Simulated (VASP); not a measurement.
Consider the following.

```
CELL_PARAMETERS angstrom
      2.57175     0.00000     0.00000
      0.00000     2.57175     0.00000
      0.00000     0.00000     2.57175
ATOMIC_POSITIONS crystal
  Be 0.00000 0.00000 0.00000
  Co 0.50000 0.50000 0.50000
```

These are PBEsol GGA, VASP's PBE PAW potentials (set 64) (plane waves; VASP 6.6.1) values and carry that method's errors. Settings: 300 eV cut-off, 9×9×9 Γ-centred mesh, Fermi-Dirac smearing of 0.10 eV, potentials Be Co.

At this cut-off the stress carries a Pulay error, which pulls relaxed volumes low. The run has a spin-polarised start.

Give the stress tensor in GPa (positive for a compressed cell).

```
-1.28   0.00   0.00
 0.00  -1.28   0.00
 0.00   0.00  -1.28
```
The pressure is its mean diagonal, -1.28 GPa.

The structure comes from a computed database's BeCo entry (Pm-3m); how it stands against other phases isn't given here. The cell was not relaxed at this level.
